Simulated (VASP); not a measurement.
## HfTaN3: relaxation of cell and atoms with PBE

Crystal: HfTaN3.

```
Hf Ta N
1.0
     1.52000   -4.93200    0.00000
     1.52000    4.93200    0.00000
     0.00000    0.00000    7.42800
Hf Ta N
2 2 6
Direct
  0.25669 0.74331 0.25000
  0.74331 0.25669 0.75000
  0.00000 0.00000 0.00000
  0.00000 0.00000 0.50000
  0.90785 0.09215 0.25000
  0.09215 0.90785 0.75000
  0.63747 0.36253 0.07256
  0.63747 0.36253 0.42744
  0.36253 0.63747 0.57256
  0.36253 0.63747 0.92744
```

The cell was built by a generator and needn't be a form met in nature.

```
Program                : VASP 6.6.1
Task                   : relaxation of cell and atoms
Functional             : PBE
Potentials or basis    : VASP PAW PBE potentials, release 64 (Hf_pv, Ta_pv, N)
Cutoff                 : 520 eV
k mesh                 : 10 × 10 × 4
Occupations            : gaussian, width 0.1 eV
Spin                   : no spin polarisation
Further INCAR settings : ALGO = Normal; EDIFF = 1e-06; IBRION = 2; EDIFFG = -0.01; NSW = 90; ISIF = 3
```

| Property | Result |
| --- | --- |
| Relaxed volume | 11.14 Å³/atom |
| Relaxed cell | a = 5.157 Å, b = 5.157 Å, c = 7.439 Å, α = 90.00°, β = 90.00°, γ = 145.73° |
| Space group after relaxing (to 0.05 Å) | Cmcm (No. 63) |
| Energy gained by relaxing | 0.1 meV/atom |
| Ionic steps | 6 |
| Pressure after relaxing | 0.0 GPa |
| Largest force after relaxing | 0.003 eV/Å |
| Band gap on the k mesh | none (metal or under the smearing width) |

Forces in eV/Å, atoms in the order of the input:
```
Hf   0.000  0.001  0.000
Hf   0.000 -0.001  0.000
Ta   0.000  0.000  0.000
Ta   0.000  0.000  0.000
N    0.000  0.003  0.000
N    0.000 -0.003  0.000
N    0.000 -0.002  0.001
N    0.000 -0.002 -0.001
N    0.000  0.002  0.001
N    0.000  0.002 -0.001
```

Step by step:
```csv
step,energy change (eV),largest force (eV/Å),pressure (GPa),volume (Å³)
1,0.0000,0.0794,-0.09,111.37
2,-0.0004,0.0529,0.43,111.27
3,-0.0008,0.0129,0.22,111.31
4,-0.0008,0.0101,-0.28,111.52
5,-0.0009,0.0102,-0.04,111.41
6,-0.0010,0.0032,0.02,111.40
```

Final structure:
```xyz
10
Lattice="1.5193 -4.9279 0.0000 1.5193 4.9279 0.0000 0.0000 0.0000 7.4390" Properties=species:S:1:pos:R:3 pbc="T T T"
Hf    1.5193    2.3970    1.8598
Hf    1.5193   -2.3970    5.5793
Ta    0.0000    0.0000    0.0000
Ta    0.0000    0.0000    3.7195
N     1.5193   -4.0167    1.8598
N     1.5193    4.0167    5.5793
N     1.5193   -1.3539    0.5378
N     1.5193   -1.3539    3.1817
N     1.5193    1.3539    4.2573
N     1.5193    1.3539    6.9012
```

Levels at points of the mesh, in eV from the Fermi level:
```csv
k point,band 33,band 34,band 35,band 36,band 37,band 38,band 39,band 40
"(0.00, 0.00, 0.00)",-0.84,-0.35,-0.19,0.22,0.30,1.65,2.52,2.90
"(0.50, 0.00, 0.00)",-1.86,-1.41,-1.37,-0.90,1.51,1.73,3.09,3.54
"(0.50, 0.50, 0.00)",-1.58,-1.46,-1.37,-0.38,-0.16,0.95,1.82,2.40
"(0.00, 0.00, 0.50)",-0.81,-0.81,-0.39,-0.39,0.91,0.91,3.19,3.19
"(0.50, 0.00, 0.50)",-1.65,-1.65,-1.21,-1.21,2.19,2.19,2.85,2.85
"(0.50, 0.50, 0.50)",-1.86,-1.86,-1.07,-1.07,0.43,0.43,2.90,2.90
```

It took 2.9 min on 8 MPI ranks on AMD EPYC 9R45 (Zen 5), with other jobs on the host, peak memory 0.59 GiB a rank.

The run has no spin-orbit coupling, so splittings on Hf, Ta are missing.
